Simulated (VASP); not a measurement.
# Be16B (a cell with a defect) in VASP: a series of runs, part 2 of 2

VASP 6.6.1.

**3. Relaxation of the atoms, PBE+D3(BJ)**

The input, INCAR:

```
SYSTEM = Be16B
  ALGO = Normal
  EDIFF = 1E-7
  EDIFFG = -0.03
  ENCUT = 520
  GGA = PE
  IBRION = 2
  ISIF = 2
  ISMEAR = 0
  IVDW = 12
  LASPH = .True.
  LCHARG = .False.
  LREAL = Auto
  LWAVE = .False.
  NELM = 100
  NSW = 80
  PREC = Accurate
  SIGMA = 0.15
```

The input, KPOINTS:

```
k-points
0
Gamma
  4 4 3
  0 0 0
```

The input, POSCAR:

```
Be16B
1.0
   -2.2900000000     -3.9663960000      0.0000000000
    3.4350000000     -1.9831980000      0.0000000000
    0.0000000000      0.0000000000      7.1768600000
Be B
16 1
Direct
    0.7500000000      0.5000000000      0.0000000000
    0.5000000000      0.3333333000      0.2500000000
    0.7500000000      0.5000000000      0.5000000000
    0.5000000000      0.3333333000      0.7500000000
    0.5000000000      0.0000000000      0.0000000000
    0.2500000000      0.8333333000      0.2500000000
    0.5000000000      0.0000000000      0.5000000000
    0.2500000000      0.8333333000      0.7500000000
    0.2500000000      0.5000000000      0.0000000000
    0.0000000000      0.3333333000      0.2500000000
    0.2500000000      0.5000000000      0.5000000000
    0.0000000000      0.3333333000      0.7500000000
    0.0000000000      0.0000000000      0.0000000000
    0.7500000000      0.8333333000      0.2500000000
    0.0000000000      0.0000000000      0.5000000000
    0.7500000000      0.8333333000      0.7500000000
    0.2526255000      0.1636395000      0.6261012000
```

Potentials or basis: VASP PAW PBE potentials, release 64 (Be, B).

The run is started by

```console
> cat potpaw_PBE.64/Be/POTCAR potpaw_PBE.64/B/POTCAR > POTCAR
> mpirun -np 1 vasp_std > vasp.out
```

OUTCAR:

```text
SYSTEM = Be16B
   EDIFF = 1E-7
   EDIFFG = -0.03
   ENCUT = 520
   GGA = PE
   IBRION = 2
   ISIF = 2
   ISMEAR = 0
   IVDW = 12
   LASPH = .True.
   LREAL = Auto
   NELM = 100
   NSW = 80
   PREC = Accurate
 IVDW          = 12

 ion  position               nearest neighbor table
   1  0.750  0.500  0.000-  14 2.23  16 2.23   2 2.23   4 2.23  10 2.23  12 2.23   9 2.29  13 2.29
                             5 2.29   9 2.29  13 2.29   5 2.29
   2  0.500  0.333  0.250-   5 2.23   7 2.23   1 2.23   3 2.23   9 2.23  11 2.23  10 2.29  14 2.29
                             6 2.29  10 2.29  14 2.29   6 2.29
   3  0.750  0.500  0.500-  14 2.23  16 2.23   2 2.23   4 2.23  10 2.23  12 2.23  15 2.29  11 2.29
                             7 2.29  11 2.29  15 2.29   7 2.29
   4  0.500  0.333  0.750-  17 1.59   7 2.23   5 2.23   3 2.23   1 2.23  11 2.23   9 2.23  16 2.29
                            12 2.29   8 2.29  12 2.29  16 2.29   8 2.29
   5  0.500  0.000  0.000-   2 2.23   4 2.23   6 2.23   8 2.23  14 2.23  16 2.23   1 2.29  13 2.29
                             9 2.29  13 2.29   9 2.29   1 2.29
   6  0.250  0.833  0.250-   9 2.23  11 2.23   5 2.23   7 2.23  13 2.23  15 2.23  14 2.29   2 2.29
                            10 2.29  14 2.29  10 2.29   2 2.29
[... 517 lines left out ...]
 number of electron      35.0000000 magnetization

 Free energy of the ion-electron system (eV)
  ---------------------------------------------------
  ext. energy  EPLUGINS =         0.00000000
  ---------------------------------------------------
  free energy    TOTEN  =       -62.55576437 eV

  energy without entropy =      -62.51158570  energy(sigma->0) =      -62.53367503

 E-fermi :   7.3853     XC(G=0): -10.7376

 val. band max:        7.3277977582   @ k =   0.5000   0.5000   0.0000
 cond. band min:       7.4225737620   @ k =   0.2500   0.2500   0.0000
 fundamental gap:      0.0947760038
 Fermi energy:         7.3853083476

 k-point     1 :       0.0000    0.0000    0.0000
  band No.  band energies     occupation
      1      -4.7616      2.00000
      2      -2.7318      2.00000
      3      -2.2550      2.00000
      4       0.4818      2.00000
      5       0.7056      2.00000
      6       1.7579      2.00000
[... 685 lines left out ...]
     25      11.7629      0.00000
     26      11.9134      0.00000

 [... further k-points ...]

------------------------ aborting loop because EDIFF is reached ----------------------------------------

 Edisp (eV)   -6.01885

 E8    (eV) :    -2.0808
[... 40 lines left out ...]
  FREE ENERGIE OF THE ION-ELECTRON SYSTEM (eV)
  ---------------------------------------------------
  free  energy   TOTEN  =       -68.5746168626 eV

  energy  without entropy=      -68.5304381899  energy(sigma->0) =      -68.55252753

 reached required accuracy - stopping structural energy minimisation
```

Run time: 9.6 min. Hardware: 1 thread of Intel Xeon 6975P-C (Granite Rapids), shared host; peak memory 0.3 GiB.

Results:

| Quantity | Value |
| --- | --- |
| Free energy | -68.5746 eV |
| Energy gained by relaxing | 90.6 meV/atom |
| Ionic steps | 12 |
| Pressure after relaxing | 2.6 GPa |
| Largest force after relaxing | 0.029 eV/Å |
| Band gap on the k mesh | none (metal or under the smearing width) |
| Dispersion energy per atom | -0.354 eV |

Forces on the atoms (eV/Å):
```
Be  -0.001  0.002 -0.009
Be   0.012 -0.016 -0.013
Be   0.001 -0.002  0.018
Be  -0.008 -0.017  0.011
Be  -0.019  0.002  0.014
Be   0.004 -0.002 -0.006
Be  -0.004 -0.012 -0.005
Be   0.005 -0.003  0.014
Be  -0.003  0.002  0.006
Be   0.019 -0.004 -0.013
Be  -0.007  0.003 -0.009
Be   0.000  0.009  0.000
Be  -0.012  0.015  0.014
Be   0.000  0.001  0.006
Be   0.008 -0.004  0.006
Be  -0.002  0.001 -0.019
B    0.007  0.023 -0.016
```

Step by step:
```tsv
step	energy change (eV)	largest force (eV/Å)	pressure (GPa)
1	0.0000	3.4350	7.86
2	-1.4073	0.9385	2.81
3	-1.4073	0.9373	2.81
4	-1.4713	0.7648	2.61
5	-1.4723	0.5824	2.61
6	-1.5137	0.2455	2.58
7	-1.5202	0.2388	2.61
8	-1.5332	0.1332	2.60
9	-1.5365	0.2450	2.61
10	-1.5382	0.2329	2.64
11	-1.5391	0.0564	2.62
12	-1.5402	0.0289	2.64
```

Final structure:
```
Be B
1.0
    -2.29000   -3.96640    0.00000
     3.43500   -1.98320    0.00000
     0.00000    0.00000    7.17686
Be B
16 1
Direct
  0.75025 0.50136 0.00734
  0.50557 0.33671 0.24502
  0.75002 0.50974 0.49813
  0.52101 0.34033 0.77137
  0.50558 0.99654 0.00504
  0.25013 0.82932 0.24014
  0.52094 0.99317 0.47852
  0.24982 0.80833 0.77032
  0.25012 0.50334 0.01014
  0.99462 0.33653 0.24508
  0.25009 0.52329 0.48039
  0.97948 0.33994 0.77116
  0.99449 0.99663 0.00503
  0.75027 0.83218 0.24265
  0.97964 0.99326 0.47882
  0.74980 0.82399 0.75151
  0.25079 0.16565 0.62546
```

Caveat: the k mesh is coarse (spacing up to 0.40 Å⁻¹), so the values aren't converged.

**4. Single point, PBE+D3(BJ)**

The input, INCAR:

```
SYSTEM = Be16B
PREC = Accurate
ENCUT = 520
EDIFF = 1E-7
ISMEAR = 0
SIGMA = 0.15
LREAL = Auto
LASPH = .TRUE.
NELM = 100
ALGO = Normal
ISIF = 2
LWAVE = .FALSE.
LCHARG = .FALSE.
GGA = PE
IVDW = 12
NBANDS = 32
```

The input, KPOINTS:

```
regular mesh
0
G
  4 4 3
  0 0 0
```

The input, POSCAR:

```
Be16B
1.0
   -2.2900000000     -3.9663960000      0.0000000000
    3.4350000000     -1.9831980000      0.0000000000
    0.0000000000      0.0000000000      7.1768600000
Be B
16 1
Direct
    0.7854108209      0.5322354413     -0.0069553808
    0.5098586407      0.3709251401      0.2566570872
    0.7492389045      0.5180094999      0.5079953595
    0.4889091580      0.4141297868      0.7451450902
    0.5531688283      0.0679773491      0.0341104098
    0.2600174204      0.8621892266      0.2635498486
    0.4375927389     -0.0014548492      0.5508753469
    0.0884416908      0.7255780964      0.7219011427
    0.2819285170      0.5415394225     -0.0080971349
    0.0008105341      0.3405317543      0.2418535088
    0.2356887860      0.4866597124      0.4845968890
    0.0481923956      0.2391244244      0.7351687976
    0.0311384872      0.0076024726     -0.0016213555
    0.7567315844      0.8419437529      0.2554590400
   -0.0415637650      0.0054528263      0.4888126766
    0.7135474933      0.8983064679      0.7698227749
    0.3526283847     -0.0269098543      0.8301663593
```

The run is started by

```console
> cat potpaw_PBE.64/Be/POTCAR potpaw_PBE.64/B/POTCAR > POTCAR
> mpirun -np 1 vasp_std > vasp.out
```

Run time: 2.2 min. Hardware: 1 thread of Intel Xeon 6975P-C (Granite Rapids), shared host; peak memory 0.27 GiB.

Results (log left out):

| Quantity | Value |
| --- | --- |
| Free energy | -69.5197 eV |
| Pressure | 1.1 GPa |
| Largest force | 0.024 eV/Å |
| Band gap on the k mesh | none (metal or under the smearing width) |
| Dispersion energy per atom | -0.354 eV |

Forces on the atoms (eV/Å):
```
Be  -0.002 -0.001 -0.006
Be   0.002  0.005  0.002
Be  -0.002  0.000  0.000
Be  -0.003 -0.014  0.002
Be   0.001 -0.004  0.008
Be   0.001  0.000 -0.005
Be  -0.005 -0.002 -0.008
Be  -0.008  0.008  0.000
Be   0.003  0.002  0.003
Be   0.003 -0.004 -0.001
Be  -0.004  0.000 -0.005
Be   0.017  0.003 -0.001
Be   0.007  0.006  0.011
Be   0.001 -0.003 -0.001
Be   0.003  0.002 -0.003
Be   0.003 -0.001 -0.012
B   -0.018  0.003  0.016
```

Stress tensor (GPa, compression positive):
```
 -1.19   1.19   0.80
  1.19   4.42 -11.67
  0.80 -11.67   0.19
```

Levels at points of the mesh, in eV from the Fermi level:
| k point | band 15 | band 16 | band 17 | band 18 | band 19 | band 20 |
| --- | --- | --- | --- | --- | --- | --- |
| (0.00, 0.00, 0.00) | -2.09 | -1.09 | -0.37 | 0.51 | 0.76 | 1.10 |
| (0.50, 0.00, 0.00) | -1.98 | -1.73 | -1.31 | -1.07 | 0.26 | 0.40 |
| (0.00, 0.50, 0.00) | -2.92 | -2.55 | -2.06 | 0.03 | 0.30 | 0.75 |
| (0.50, 0.50, 0.00) | -1.22 | -0.58 | -0.37 | 0.76 | 0.81 | 1.25 |

Caveat: the k mesh is coarse (spacing up to 0.40 Å⁻¹), so the values aren't converged.

**5. Relaxation of the atoms, PBE+D3(BJ)**

Edit INCAR of step 4 so:

```diff
@@ -3,3 +3,3 @@
 ENCUT = 520
-EDIFF = 1E-7
+EDIFF = 1E-6
 ISMEAR = 0
@@ -15,2 +15,4 @@
 IVDW = 12
-NBANDS = 32
+IBRION = 2
+NSW = 80
+EDIFFG = -0.03
```

The input, KPOINTS:

```
Automatic mesh
0
G
  4 4 3
  0 0 0
```

The input, POSCAR:

```
Be16B
1.0
   -2.2900000000     -3.9663960000      0.0000000000
    3.4350000000     -1.9831980000      0.0000000000
    0.0000000000      0.0000000000      7.1768600000
Be B
16 1
Direct
    0.7500000700      0.5000000400      0.0000000000
    0.5000000400      0.3333333600      0.2500000000
    0.7500000700      0.5000000400      0.5000000000
    0.5000000400      0.3333333600      0.7500000000
    0.5000000300      0.0000000200      0.0000000000
    0.2500000400      0.8333333600      0.2500000000
    0.5000000300      0.0000000200      0.5000000000
    0.2500000400      0.8333333600      0.7500000000
    0.2500000300      0.5000000200      0.0000000000
    0.0000000100      0.3333333400      0.2500000000
    0.2500000300      0.5000000200      0.5000000000
    0.0000000100      0.3333333400      0.7500000000
    0.0000000000      0.0000000000      0.0000000000
    0.7500000800      0.8333333800      0.2500000000
    0.0000000000      0.0000000000      0.5000000000
    0.7500000800      0.8333333800      0.7500000000
    0.2517400200      0.1571736300      0.8694404600
```

The run is started by

```console
> cat potpaw_PBE.64/Be/POTCAR potpaw_PBE.64/B/POTCAR > POTCAR
> mpirun -np 1 vasp_std > vasp.out
```

Run time: 9.2 min. Hardware: 1 thread of Intel Xeon 6975P-C (Granite Rapids), shared host; peak memory 0.29 GiB.

The run converged. Its results:

```yaml
Free_energy: -68.5749 eV
Energy_gained_by_relaxing: 93.6 meV/atom
Ionic_steps: 16
Pressure_after_relaxing: 2.7 GPa
Largest_force_after_relaxing: 0.013 eV/Å
Band_gap_on_the_k_mesh: none (metal or under the smearing width)
Dispersion_energy_per_atom: -0.354 eV
```

Forces on the atoms (eV/Å):
```
Be  -0.001  0.000  0.006
Be   0.000 -0.002 -0.004
Be   0.001 -0.001 -0.002
Be  -0.002  0.005  0.004
Be   0.001 -0.002 -0.001
Be   0.004 -0.002 -0.003
Be   0.000 -0.002  0.001
Be   0.001  0.000 -0.013
Be   0.002 -0.002 -0.003
Be   0.001  0.001 -0.004
Be  -0.001  0.001  0.001
Be  -0.005  0.000  0.004
Be   0.002  0.000  0.000
Be  -0.003  0.001  0.006
Be   0.001  0.001  0.001
Be   0.000  0.000 -0.004
B   -0.001  0.002  0.010
```

Stress tensor (GPa, compression positive):
```
-3.05  1.50  1.51
 1.50 -1.25 -0.90
 1.51 -0.90 12.26
```

The path:
| step | energy change (eV) | largest force (eV/Å) | pressure (GPa) |
| --- | --- | --- | --- |
| 1 | 0.0000 | 4.2586 | 7.93 |
| 2 | -1.3170 | 2.6959 | 3.07 |
| 3 | -1.3407 | 2.3159 | 3.28 |
| 4 | -1.4628 | 1.3350 | 2.50 |
| 5 | -1.5109 | 0.4298 | 2.59 |
| 6 | -1.5493 | 0.2517 | 2.58 |
| 7 | -1.5666 | 0.3477 | 2.66 |
| 8 | -1.5815 | 0.2747 | 2.65 |
| 9 | -1.5815 | 0.2970 | 2.65 |
| 10 | -1.5903 | 0.0576 | 2.62 |
| 11 | -1.5903 | 0.0569 | 2.62 |
| 12 | -1.5914 | 0.0371 | 2.64 |
| 13 | -1.5915 | 0.0649 | 2.65 |
| 14 | -1.5917 | 0.0468 | 2.66 |
| 15 | -1.5918 | 0.0315 | 2.66 |
| 16 | -1.5919 | 0.0130 | 2.65 |

Final structure:
```cif
data_structure
_symmetry_space_group_name_H-M 'P 1'
_symmetry_Int_Tables_number 1
_cell_length_a 4.5800
_cell_length_b 3.9664
_cell_length_c 7.1769
_cell_angle_alpha 90.000
_cell_angle_beta 90.000
_cell_angle_gamma 90.000
_cell_volume 130.38
loop_
_atom_site_label
_atom_site_type_symbol
_atom_site_fract_x
_atom_site_fract_y
_atom_site_fract_z
_atom_site_occupancy
Be1 Be 0.75007 0.51069 0.00189 1
Be2 Be 0.50573 0.33730 0.25508 1
Be3 Be 0.75015 0.50173 0.49270 1
Be4 Be 0.52146 0.34012 0.72841 1
Be5 Be 0.52063 0.99407 0.02150 1
Be6 Be 0.25008 0.82873 0.25952 1
Be7 Be 0.50593 0.99574 0.49456 1
Be8 Be 0.24983 0.80602 0.72849 1
Be9 Be 0.25012 0.52033 0.01906 1
Be10 Be 0.99444 0.33716 0.25503 1
Be11 Be 0.25007 0.50209 0.48941 1
Be12 Be 0.97886 0.33979 0.72857 1
Be13 Be 0.97982 0.99408 0.02125 1
Be14 Be 0.75018 0.83264 0.25708 1
Be15 Be 0.99411 0.99579 0.49456 1
Be16 Be 0.74982 0.82452 0.74917 1
B1 B 0.25044 0.16305 0.87315 1
```

Levels at points of the mesh, in eV from the Fermi level:
| k point | band 15 | band 16 | band 17 | band 18 | band 19 | band 20 |
| --- | --- | --- | --- | --- | --- | --- |
| (0.00, 0.00, 0.00) | -1.83 | -0.66 | -0.22 | 0.45 | 0.55 | 0.76 |
| (0.50, 0.00, 0.00) | -2.38 | -2.25 | -1.80 | -0.43 | 0.27 | 0.29 |
| (0.00, 0.50, 0.00) | -2.86 | -2.45 | -1.61 | -0.74 | 0.48 | 0.74 |
| (0.50, 0.50, 0.00) | -1.23 | -1.01 | -0.80 | -0.06 | 0.61 | 0.79 |

Caveat: the k mesh is coarse (spacing up to 0.40 Å⁻¹), so the values aren't converged.
